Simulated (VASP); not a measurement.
The input files of a VASP run:

INCAR:
```
ISMEAR = -5   ! tetrahedra, Bloechl
SYSTEM = YAs
LWAVE = .False.
LCHARG = .True.
LMAXMIX = 4   ! l cut-off of mixed one-centre charges
LASPH = .True.   ! aspherical one-centre terms
ALGO = Normal   ! blocked Davidson
ENCUT = 400
ISIF = 2
PREC = Accurate
LORBIT = 11
LREAL = .False.
NELM = 100   ! most electronic steps
EDIFF = 1E-7   ! SCF stop (eV)
NEDOS = 601   ! DOS grid
```

File KPOINTS:
```
Automatic mesh
0
Gamma
12 12 12
0 0 0
```

### POSCAR
```
YAs
5.7014050
  0.0000000000   0.5000000045   0.5000000045
  0.5000000045   0.0000000000   0.5000000045
  0.5000000045   0.5000000045   0.0000000000
Y As
1 1
Direct
  0.0000000000   0.0000000000   0.0000000000
  0.5000000000   0.5000000000   0.5000000000
```

POTCAR, in this order: Y_sv As (LDA.64 set). Program: vasp_std.

Problem. Write an equivalent input for Quantum ESPRESSO's pw.x.

Solution. One equivalent input (not run):
```
&CONTROL
  calculation = 'scf'
  pseudo_dir = './pseudo'
  outdir = './out'
  tprnfor = .true.
  tstress = .true.
/
&SYSTEM
  ibrav = 0
  nat = 2
  ntyp = 2
  ecutwfc = 80
  occupations = 'tetrahedra'
  input_dft = 'pz'
/
&ELECTRONS
  conv_thr = 7.3e-09
  electron_maxstep = 100
/
ATOMIC_SPECIES
  Y 88.906 Y.upf
  As 74.922 As.upf
CELL_PARAMETERS angstrom
     0.0000000    2.8507025    2.8507025
     2.8507025    0.0000000    2.8507025
     2.8507025    2.8507025    0.0000000
ATOMIC_POSITIONS crystal
  Y    0.0000000  0.0000000  0.0000000
  As   0.5000000  0.5000000  0.5000000
K_POINTS automatic
  12 12 12 0 0 0
```
Limits of the translation: the potentials are each code's own (VASP's PAW set, PseudoDojo norm-conserving files in pw.x), so ENCUT and ecutwfc are chosen apart and not converted; conv_thr bounds pw.x's estimated SCF error, while EDIFF bounds the energy change between steps.

The structure comes from a computed database's YAs entry (Fm-3m); how it stands against other phases isn't given here. It was relaxed first, which changed the volume by -6 %.
